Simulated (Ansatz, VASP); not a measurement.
**TiPd in VASP and in Ansatz**

```
Ti Pd
1.0
     3.22185    0.00000    0.00000
     0.00000    3.22185    0.00000
     0.00000    0.00000    3.22185
Ti Pd
1 1
Cartesian
  1.6109 1.6109 1.6109
  0.0000 0.0000 0.0000
```

Change from the starting cell: volume scaled by 1.04.

Alike in both runs: task single point; functional PBEsol; k mesh 13 × 13 × 13; occupations fermi-dirac, width 0.08 eV; no spin polarisation.

|  | VASP | Ansatz |
| --- | --- | --- |
| version | VASP 6.6.1 | Ansatz 0.2.0 |
| potentials or method | VASP PAW PBE potentials, release 64 (Ti_sv, Pd), cutoff 520 eV | all-electron LAPW, scalar-relativistic |

```csv
,VASP,Ansatz,Ansatz less VASP
pressure (GPa),-11.8,-11.8,+0.03
```

Ansatz ran all-electron here, so the differences hold the error of VASP's frozen core and of both bases.

Caveats: the PAW data sets were made with another functional, which shifts forces and pressure a little (VASP).
